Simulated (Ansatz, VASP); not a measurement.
# Si2W: VASP beside Ansatz

Wanted: the spread between two codes on one cell, functional and k mesh. The structure shown is the start of the Ansatz relaxation below; VASP solves that cell, so the two are compared at the walk's first step.

Calculated with Ansatz 0.2.0; plane waves, with VASP 6.6.1 beside it; single point at PBEsol.

## 1. Starting point

Symmetry: I4/mmm, No. 139, tetragonal system. The conventional cell has a = 3.214 Å, b = 3.214 Å, c = 7.581 Å, α = 90.00°, β = 90.00°, γ = 90.00°. Si has 5 Si at 2.51 to 2.61 Å and 5 W at 2.53 to 2.60 Å nearest. Nearest to W lie 10 Si at 2.53 to 2.60 Å. Farther neighbours are not listed.

As a file:

```cif
data_structure
_symmetry_space_group_name_H-M 'P 1'
_symmetry_Int_Tables_number 1
_cell_length_a 4.4199
_cell_length_b 4.4199
_cell_length_c 4.4199
_cell_angle_alpha 137.354
_cell_angle_beta 137.354
_cell_angle_gamma 61.894
_cell_volume 39.17
loop_
_atom_site_label
_atom_site_type_symbol
_atom_site_fract_x
_atom_site_fract_y
_atom_site_fract_z
_atom_site_occupancy
Si1 Si 0.33433 0.33433 0.00000 1
Si2 Si 0.66567 0.66567 0.00000 1
W3 W 0.00000 0.00000 0.00000 1
```

## 2. Ansatz: relaxation, PBEsol

Ansatz runs on its PAW soft_1 files.

The two programs are compared at the cell with which this relaxation starts, whose forces are those of its first step.

input.yaml

```yaml
crystal:
  lattice:
    - [-1.6071911619, 1.6071911619, 3.7907195857]
    - [1.6071911619, -1.6071911619, 3.7907195857]
    - [1.6071911619, 1.6071911619, -3.7907195857]
  atoms:
    - { symbol: Si, position: [0.3343280644, 0.3343280644, 0.0] }
    - { symbol: Si, position: [0.6656719356, 0.6656719356, 0.0] }
    - { symbol: W, position: [0.0, 0.0, 0.0] }
  conventional_axes: [[0, 1, 1], [1, 0, 1], [1, 1, 0]]
kpoints:
  mp_grid: { grid: [20, 20, 20] }
hamiltonian:
  xc: pbesol
  pseudopotentials: { kind: paw, azcp: { folder: soft_1 }, xc_functional: pbe }
scf:
  occupations: { method: methfessel_paxton, width: 0.2 }
output:
  forces: true
  stress: true
  eigenvalues: true
relax:
  adjacent_minimum: "off"
  f_tol: 0.001
  max_steps: 60
  cell: { stress_tol: 0.01, fix: [c, angles] }
```

On the command line:

```console
> ansatz run input.yaml --threads 4 --pin off --max-ram 10240MiB --backend cpu --events-out ev --progress --plain --runs-dir out
```

Numbers of over 12 decimals in the logs are rounded to 6 here.

The log of the run:

```text
Engine: ansatz 0.2.0, aarch64-unknown-linux-gnu
Pseudopotentials: kind: paw
Pseudopotential: Si, paw, valence charge 4, recommended cutoff 420 eV (normal), soft_1/Si.paw.azcp
Pseudopotential: W, paw, valence charge 14, recommended cutoff 420 eV (normal), soft_1/W.paw.azcp
Functional definition: PBEsol
  exchange = pbesol_x
  correlation = pbesol_c
Crystal: 3 atoms, lattice volume = 39.167 Å³
Basis set: ecut = 420 eV, 761 PW (Γ), exchange–correlation on 60×60×60 points (8 copies of the dense FFT grid, shifted against one another)
Bands: 15, of which v1, the nominal top of the filled ones, is band 11 counted from 1 (10 counted from 0)
Symmetry: 16 space group operations
Space group: I4/mmm (ITA 139), of the structure as read, at distance tolerance 3.4e-5 Å
k-points: 641 of 8000
Non-local potential: Si, projectors of the file, l = 0: 2, l = 1: 2, l = 2: 1
Non-local potential: W, projectors of the file, l = 0: 3, l = 1: 2, l = 2: 2, l = 3: 1
PAW form: soft (Blöchl's): semilocal exchange-correlation on the pseudo side does not see the compensation charge
PAW frozen core: Si, regenerated for the run's functional, and the local potential with it (the file was generated under x = pbe(κ = 0.804, μ = 0.219515), c = pbe(β = 0.066725))
PAW frozen core: W, regenerated for the run's functional, and the local potential with it (the file was generated under x = pbe(κ = 0.804, μ = 0.219515), c = pbe(β = 0.066725))
PAW one-centre angular grid: Si, 110 points (default); XC on 64 Gauss nodes
PAW one-centre angular grid: W, 590 points (default); XC on 64 Gauss nodes
Initial density: superposition of atomic densities (chi_scale 0.1, normalization cell, long waves kept (reshape's long-wave potential 0.00 eV rms))
Initial wavefunctions: pseudopotential atomic-orbital guess
Functional: x = pbesol(κ = 0.804, μ = 0.123457), c = pbesol(β = 0.046)
SCF iter   1: F=—  HF=-11502.177274 eV  |F-HF|=—  |Δ(HF+E_count)|=         —  Δρ=5.07e-2  dr2=9.57e-1  ethr=3.10e-3  ⟨swp⟩=5.4  Hψ=56349  notcnv=0
preconditioner: auto → Kerker (q_TF=auto, 2.478 Å⁻¹)  [metal: Δε(μ)=0.016 eV  Ē_g=8.503 eV  σ=0.200 eV  W_gap=0.07  n_scr=10 (ndim 8)  ℏωp=22.2 eV  f_vac=0.000  D(μ)=0.21/eV (n_scr^D=0)]
SCF iter   2: F=—  HF=-11501.929795 eV  |F-HF|=—  |Δ(HF+E_count)|=   2.47e-1  S|Δr|=    0.00e0  Δρ=2.75e-2  dr2=2.24e-1  ethr=3.10e-3  ⟨swp⟩=2.1  Hψ=17475  notcnv=0
SCF iter   3: F=—  HF=-11501.849403 eV  |F-HF|=—  |Δ(HF+E_count)|=   8.04e-2  S|Δr|=    0.00e0  Δρ=6.18e-3  dr2=1.16e-2  ethr=1.02e-3  ⟨swp⟩=2.8  Hψ=17278  notcnv=0
SCF iter   4: F=—  HF=-11501.845180 eV  |F-HF|=—  |Δ(HF+E_count)|=   4.22e-3  S|Δr|=    0.00e0  Δρ=5.15e-4  dr2=5.89e-5  ethr=5.28e-5  ⟨swp⟩=2.6  Hψ=14620  notcnv=0
SCF iter   5: F=—  HF=-11501.845167 eV  |F-HF|=—  |Δ(HF+E_count)|=   1.35e-5  S|Δr|=    0.00e0  Δρ=6.25e-5  dr2=1.40e-6  ethr=2.68e-7  ⟨swp⟩=2.1  Hψ=14255  notcnv=0
SCF iter   6: F=-11501.845166 eV  HF=-11501.845166 eV  |F-HF|=2.35e-8  |Δ(HF+E_count)|=   1.69e-7  S|Δr|=    0.00e0  Δρ=1.05e-5  dr2=4.58e-8  ethr=4.55e-10  ⟨swp⟩=6.8  Hψ=48679  notcnv=0
SCF 1 converged in 6 iterations: F = -11501.845166 eV  dr2 = 4.58e-8
  greatest PAW one-centre occupation: 0.999 electrons in one spin orbital (limit 2), on the W atom at site 2 (counted from 0), in its partial waves of l = 0
relax step   1: F+E_penalty+E_count = -11501.84516644 eV  Δ(F+E_penalty+E_count) = +0.000e0 eV  max|allowed force component| = 1.750e-2 eV/Å  Δτ_max = 0.0000 Å  P = +6.878 GPa  Ω = 39.167 Å³  fix = [c, alpha, beta, gamma]  reactions: c +18.449 GPa  (6 SCF iters, dr2 threshold 1.00e-7 eV, accepted)
[...]
relax step   2: F+E_penalty+E_count = -11501.84551877 eV  Δ(F+E_penalty+E_count) = -3.523e-4 eV  max|allowed force component| = 8.540e-3 eV/Å  Δτ_max = 0.0005 Å  P = +5.628 GPa  Ω = 39.369 Å³  energy of the carried Pulay correction = -4.991e-5 eV  fix = [c, alpha, beta, gamma]  reactions: c +17.798 GPa  (4 SCF iters, dr2 threshold 3.00e-7 eV, accepted)
[...]
relax step   3: F+E_penalty+E_count = -11501.84562112 eV  Δ(F+E_penalty+E_count) = -1.024e-4 eV  max|allowed force component| = 5.461e-4 eV/Å  Δτ_max = 0.0002 Å  P = +5.994 GPa  Ω = 39.310 Å³  energy of the carried Pulay correction = -3.519e-5 eV  fix = [c, alpha, beta, gamma]  reactions: c +17.990 GPa  (3 SCF iters, dr2 threshold 3.00e-7 eV, accepted)
[...]
relax step   4: F+E_penalty+E_count = -11501.84565714 eV  Δ(F+E_penalty+E_count) = -3.601e-5 eV  max|allowed force component| = 4.174e-4 eV/Å  Δτ_max = 0.0000 Å  P = +5.994 GPa  Ω = 39.310 Å³  fix = [c, alpha, beta, gamma]  reactions: c +17.987 GPa  stress off target by 2.80e-3 GPa on what of the cell is left free  SCF on the basis re-selected at this cell (its energy is not comparable with the rows above)  (5 SCF iters)
basis re-selected at this cell: Δ(F+E_penalty+E_count) = -3.601e-5 eV, ΔP = -0.000 GPa vs the last step (what re-selecting the basis moved, of the pressure what is left beyond the Pulay correction that the steps carried, after the strain that the cell walked since its last selection, with what the two solves' SCF thresholds leave and, on support functions, any second-order correction that the steps lacked; it is no m [...]
SCF converged after 5 iterations
Stability not checked: this state was not tested for a lower state beside it, because cold or Methfessel-Paxton smearing, or corrected tetrahedra, fill the levels in a way that the test cannot read (fill_not_monotonic; see scf.lower_state_search)
Free energy (F): -11501.845657 eV
Harris-Foulkes:  -11501.845657 eV  (|F-HF|=3.64e-12)
Internal energy: -11501.846835 eV  (E = F + TS)
E sigma→0 (E₀):  -11501.845951 eV
Entropy (-TS):   0.001177 eV (0.392 meV/atom)
Fermi energy:    16.973406 eV
--- Per-component energies (eV) ---
  E_band       = -73.737379
  E_kinetic    = 516.130697
  E_local      = -863.229419  (includes V_loc(G=0)·N_el)
  E_nonlocal   = 21.573885
  E_hartree    = 377.107923
  E_xc         = -383.787248
  E_vxc        = -334.716888  (∫ρ·V_xc dr)
  E_paw        = -9446.914858  (= ΣΔE_a)
  E_vpaw       = -167.711697  (= ΣTr[D̂ρ^β])
  E_aug_tail   = 0.000209  (compensation charges beyond the density's cutoff)
  E_ewald      = -1723.013001
  E_core_change = 0.284979  (= ΣΔE_core)
  E_smearing   = 0.001177  (= −TS)
  E_closure    = 0.000000  (closes the sum)
  Σ components = -11501.845657   (vs F -11501.845657, Δ=0.00e0)
--- Forces (eV/Å), atoms counted from 1 ---
  atom   1  Si     0.00000000     0.00000000     0.00041741
  atom   2  Si    -0.00000000     0.00000000    -0.00041741
  atom   3  W     -0.00000000    -0.00000000    -0.00000000
  max |Σ_I F_I| component: 9.71e-17 eV/Å
--- Stress (GPa, compression-positive) ---
       -0.002805       0.000000      -0.000000
        0.000000      -0.002805      -0.000000
       -0.000000      -0.000000      17.987131
  P = ⅓ Tr σ = 5.9938 GPa (59.938 kbar)
--- Band table (eV; the first three rows and the last of 641) ---
  k-point 0: bands = [... 7 lower, 13.8614, 13.9829, 13.9829, 17.5131, 19.8345, 19.8648, 20.0135, 20.0135]
  k-point 1: bands = [... 7 lower, 13.6701, 13.7725, 14.5971, 17.0783, 19.7250, 20.0824, 20.0852, 20.1357]
  k-point 2: bands = [... 7 lower, 13.2508, 13.7260, 15.1959, 16.0995, 19.5434, 20.2506, 20.2702, 20.7731]
  k-point 640: bands = [... 7 lower, 14.3038, 16.0154, 16.0154, 16.5963, 16.5963, 17.7401, 22.3264, 22.5183]
--- Relaxed structure (3 steps of the walk, 3 accepted, 1 SCFs on fresh bases) ---
  F+E_penalty+E_count = -11501.84565714 eV   max|allowed force component| = 4.174e-4 eV/Å   (the final SCF, on the basis selected at the relaxed cell)
  cell:  # Å, volume = 39.3095 Å³
    - [-1.610120, 1.610120, 3.7907195857]
    - [1.610120, -1.610120, 3.7907195857]
    - [1.610120, 1.610120, -3.7907195857]
  atoms:
    - { symbol: Si, position: [0.334281, 0.334281, 0] }
    - { symbol: Si, position: [0.665719, 0.665719, 0] }
    - { symbol: W, position: [0, 0, 0] }
```

In the SCF lines HF is the Harris–Foulkes energy and dr2 the Hartree energy of the density residual, in eV; the loop may stop once dr2 is under the threshold and the program's other checks hold. Hψ counts applications of the Hamiltonian.

## 3. VASP: single point, PBEsol, start cell, pair 1

The same cell, functional, mesh and smearing now go to VASP, with its own data sets.

Lines of VASP's logs that name or quote its potential files are left out, and so is its time.

INCAR

```
SYSTEM = Si2W
PREC = Accurate
ENCUT = 520
EDIFF = 1E-06
NELM = 120
ISMEAR = 1
SIGMA = 0.2
LREAL = .FALSE.
ALGO = Normal
GGA = PS
NBANDS = 13
LASPH = .TRUE.
LORBIT = 11
LWAVE = .FALSE.
LCHARG = .FALSE.
ISIF = 2
GGA_COMPAT = .FALSE.
KPAR = 2
```

POSCAR

```
Si2W
1.0
   -1.6071910000      1.6071910000      3.7907200000
    1.6071910000     -1.6071910000      3.7907200000
    1.6071910000      1.6071910000     -3.7907200000
Si W
2 1
Direct
    0.3343280432      0.3343280432      0.0000000000
    0.6656718249      0.6656718249      0.0000000000
    0.0000000000      0.0000000000      0.0000000000
```

KPOINTS

```
Automatic mesh
0
Gamma
20 20 20
0 0 0
```

Potentials, in the order of the species: Si and W (PBE family, release 64).

On the command line:

```console
> mpirun -np 2 vasp_std
```

The log of the run:

```text
[banner, memory and clock lines left out]
running    2 mpi-ranks, on    1 nodes
 distrk:  each k-point on    1 cores,    2 groups
 distr:  one band on    1 cores,    1 groups

 POSCAR found type information on POSCAR SiW
 POSCAR found :  2 types and       3 ions
|                                                                             |
|               ----> ADVICE to this user running VASP <----                  |
|                                                                             |
|     You enforced a specific xc type in the INCAR file but a different       |
|     [... a line on the potential file left out ...]
|     I HOPE YOU KNOW WHAT YOU ARE DOING!                                     |
|                                                                             |

 LDA part: xc-table for (Slater+PW92), standard interpolation
 POSCAR, INCAR and KPOINTS ok, starting setup
 FFT: planning ... GRIDC
 FFT: planning ... GRID_SOFT
 FFT: planning ... GRID
 WAVECAR not read
 entering main loop
       N       E                     dE             d eps       ncg     rms          rms(c)
DAV:   1     0.279266587974E+02    0.27927E+02   -0.60766E+03 16698   0.941E+02
DAV:   2    -0.251068054709E+02   -0.53033E+02   -0.48520E+02 20265   0.191E+02
DAV:   3    -0.275085897315E+02   -0.24018E+01   -0.23379E+01 22749   0.332E+01
DAV:   4    -0.275410538266E+02   -0.32464E-01   -0.32413E-01 19876   0.435E+00
DAV:   5    -0.275415370593E+02   -0.48323E-03   -0.48311E-03 23834   0.463E-01    0.279E+01
DAV:   6    -0.268045179720E+02    0.73702E+00   -0.19334E+00 24837   0.885E+00    0.120E+01
DAV:   7    -0.266817013562E+02    0.12282E+00   -0.15892E-01 18999   0.272E+00    0.550E+00
DAV:   8    -0.266597619093E+02    0.21939E-01   -0.29918E-02 21699   0.120E+00    0.526E-01
DAV:   9    -0.266596215941E+02    0.14032E-03   -0.15466E-03 19845   0.274E-01    0.280E-01
DAV:  10    -0.266595850376E+02    0.36557E-04   -0.20063E-04 20732   0.889E-02    0.358E-02
DAV:  11    -0.266595756371E+02    0.94005E-05   -0.22578E-05 20796   0.356E-02    0.165E-02
DAV:  12    -0.266595756221E+02    0.15052E-07   -0.10543E-06 13311   0.778E-03
   1 F= -.26659576E+02 E0= -.26659949E+02  d E =0.112004E-02
```

OUTCAR, selected parts (step 3):

```text
ion  position               nearest neighbor table
   1  0.334  0.334  0.000-   2 2.51   3 2.53   3 2.60   3 2.60   3 2.60   3 2.60   2 2.61   2 2.61
                             2 2.61   2 2.61
   2  0.666  0.666  0.000-   1 2.51   3 2.53   3 2.60   3 2.60   3 2.60   3 2.60   1 2.61   1 2.61
                             1 2.61   1 2.61
   3  0.000  0.000  0.000-   1 2.53   2 2.53   2 2.60   2 2.60   2 2.60   2 2.60   1 2.60   1 2.60
                             1 2.60   1 2.60

  LATTYP: Found a body centered tetragonal cell.
 ALAT       =     3.2143820000
 C/A-ratio  =     2.3585995691

 Subroutine GETGRP returns: Found 16 space group operations
 (whereof 16 operations were pure point group operations)

The static configuration has the point symmetry D_4h.

 Found    641 irreducible k-points:

   k-points           NKPTS =    641   k-points in BZ     NKDIM =    641   number of bands    NBANDS=     13

   dimension x,y,z NGX =    36 NGY =   36 NGZ =   36
   dimension x,y,z NGXF=    72 NGYF=   72 NGZF=   72

   ENCUT  =  520.0 eV  38.22 Ry    6.18 a.u.   8.22  8.22  8.22*2*pi/ulx,y,z

   NELECT =      14.0000    total number of electrons

 k-points in reciprocal lattice and weights: Automatic mesh
   0.00000000  0.00000000  0.00000000       0.000
   0.05000000  0.00000000 -0.00000000       0.001
   0.10000000  0.00000000 -0.00000000       0.001
   0.15000000  0.00000000  0.00000000       0.001
   0.20000000  0.00000000 -0.00000000       0.001
   0.25000000  0.00000000 -0.00000000       0.001
   0.30000000  0.00000000  0.00000000       0.001
   0.35000000  0.00000000 -0.00000000       0.001
   0.40000000  0.00000000  0.00000000       0.001
[...]
-0.45000000 -0.45000000  0.45000000       0.000
   0.50000000  0.50000000  0.50000000       0.000

 average (electrostatic) potential at core
       1 -78.6348       2 -78.6348       3 -34.1516

 E-fermi :  10.7449

 k-point     1 :       0.0000    0.0000    0.0000
  band No.  band energies     occupation
    ...
      2       3.8795      2.00000
      3       7.3913      2.00000
      4       7.6038      2.00000
      5       7.7500      2.00000
      6       7.7500      2.00000
      7      11.2762     -0.00112
      8      13.6576     -0.00000
      9      13.6600     -0.00000
     10      13.8363     -0.00000
     11      13.8363     -0.00000
    ...

 k-point     2 :       0.0500    0.0000   -0.0000
  band No.  band energies     occupation
    ...
      2       3.8860      2.00000
      3       7.1714      2.00000
      4       7.3957      2.00000
      5       7.7827      2.00000
      6       8.0906      2.00000
      7      11.0643     -0.04645
      8      13.5222     -0.00000
      9      13.6371     -0.00000
     10      13.8170     -0.00000
     11      14.0861     -0.00000
    ...

 k-point     3 :       0.1000    0.0000   -0.0000
  band No.  band energies     occupation
    ...
      3       6.6249      2.00000
      4       7.3954      2.00000
      5       7.8789      2.00000
      6       8.3843      2.00000
      7      10.5964      1.94774
      8      13.0465     -0.00000
      9      13.3693     -0.00000
     10      14.2469     -0.00000
     11      14.6439     -0.00000
     12      16.0298      0.00000
    ...

  Total        0.2155925      0.2155925      4.4963409      0.0000000      0.0000000      0.0000000
  in kB        8.8191682      8.8191682    183.9302395      0.0000000      0.0000000      0.0000000
  external PRESSURE =      67.1895253 kB  Pullay stress =       0.0000000 kB

  energy-cutoff  :      520.00
  volume of cell :       39.17
      direct lattice vectors                 reciprocal lattice vectors
    -1.607191000  1.607191000  3.790720000     0.000000000  0.311101792  0.131901064
     1.607191000 -1.607191000  3.790720000     0.311101792  0.000000000  0.131901064
     1.607191000  1.607191000 -3.790720000     0.311101792  0.311101792  0.000000000

 POSITION                                       TOTAL-FORCE (eV/Angst)
 -----------------------------------------------------------------------------------
      0.00000      0.00000      2.53469         0.000000      0.000000     -0.014736
      0.00000      0.00000      5.04675        -0.000000     -0.000000      0.014736
      0.00000      0.00000      0.00000         0.000000      0.000000      0.000000
 -----------------------------------------------------------------------------------
    total drift:                                0.000000      0.000000     -0.000015

  FREE ENERGIE OF THE ION-ELECTRON SYSTEM (eV)
  ---------------------------------------------------
  free  energy   TOTEN  =       -26.6595756221 eV

  energy  without entropy=      -26.6606956649  energy(sigma->0) =      -26.65994897

 total charge
# of ion       s       p       d       tot
------------------------------------------
    1        0.737   0.916   0.000   1.653
    2        0.737   0.916   0.000   1.653
    3        0.579   0.712   4.598   5.889
--------------------------------------------------
tot          2.053   2.545   4.598   9.196

[... 3 further parts left out ...]
```

The data set W keeps the semicore shell frozen, which is cheaper and a little less accurate.

## 4. Side by side

Known differences besides the potentials themselves: the data sets hold 22 valence electrons in Ansatz (on its PAW soft_1 files) and 14 in VASP; the cutoff is 420 eV in Ansatz and 520 eV in VASP; Ansatz makes its cores anew for this functional, VASP keeps those of its PBE data sets. Total energies have different zeros and are not compared.

At this near-relaxed geometry the largest component of a force difference is 3 meV/Å.

## 5. What the set-up changes

Further runs change the set-up of one program: Ansatz's method, potentials or start, or VASP's data sets, cutoff or form of LDA. The table gives that difference for each run.

```tsv
run	r.m.s. force difference (meV/Å)
as above	1.3
VASP with a cutoff of 600 eV (perhaps on Ansatz's relaxed cell)	1.4
```

## 6. Ansatz: relaxation, PBEsol

The two programs are compared at the cell with which this relaxation starts, whose forces are those of its first step. The cell compared in this pair holds 39.43 Å³, against 39.17 Å³ for the pair before.

The structure compared here is the start of the Ansatz relaxation; VASP solves that cell, so the two are compared at the walk's first step.

input.yaml, the sections that differ from step 2:

```yaml
crystal:
  lattice:
    - [-1.6043100158, 1.6043100158, 3.8297991691]
    - [1.6043100158, -1.6043100158, 3.8297991691]
    - [1.6043100158, 1.6043100158, -3.8297991691]
  atoms:
    - { symbol: Si, position: [0.3344073639, 0.3344073639, 0.0] }
    - { symbol: Si, position: [0.6655926361, 0.6655926361, 0.0] }
    - { symbol: W, position: [0.0, 0.0, 0.0] }
  conventional_axes: [[0, 1, 1], [1, 0, 1], [1, 1, 0]]
# kpoints, hamiltonian, scf, output, relax: as in step 2
```

On the command line:

```console
> ansatz run input.yaml --threads 4 --pin off --max-ram 10240MiB --backend cpu --events-out ev --progress --plain --runs-dir out
```

The log of the run:

```text
[...]
Crystal: 3 atoms, lattice volume = 39.429 Å³
Basis set: ecut = 420 eV, 761 PW (Γ), exchange–correlation on 60×60×60 points (8 copies of the dense FFT grid, shifted against one another)
Bands: 15, of which v1, the nominal top of the filled ones, is band 11 counted from 1 (10 counted from 0)
Symmetry: 16 space group operations
[...]
k-points: 641 of 8000
[...]
--- Relaxed structure (3 steps of the walk, 3 accepted, 1 SCFs on fresh bases) ---
[...]
cell:  # Å, volume = 39.5705 Å³
    - [-1.607191, 1.607191, 3.8297991691]
    - [1.607191, -1.607191, 3.8297991691]
    - [1.607191, 1.607191, -3.8297991691]
  atoms:
    - { symbol: Si, position: [0.334328, 0.334328, 0] }
    - { symbol: Si, position: [0.665672, 0.665672, 0] }
    - { symbol: W, position: [0, 0, 0] }
[key lines of the parts left out:]
SCF converged after 5 iterations
Free energy (F): -11501.882781 eV
Fermi energy:    16.880819 eV
P = ⅓ Tr σ = 3.8304 GPa (38.304 kbar)
```

(Continued in part 2 of 2.)

[Lines on the potential files, build, host, timing and source positions are cut from VASP's logs without a mark.]

[Logs are printed without paths, hosts, clocks, repeated set-up lines and the standing remarks that a program may print on its own settings, such as how far it seeks lower states.]

[Hosts, paths, dates, database ids (printed as entryN), source tags and the programs' standing remarks are cut or masked in the printed files.]

[Rows of further runs with another cutoff or data set may stand on the cell that Ansatz relaxed, not on the start cell of the pair above them.]
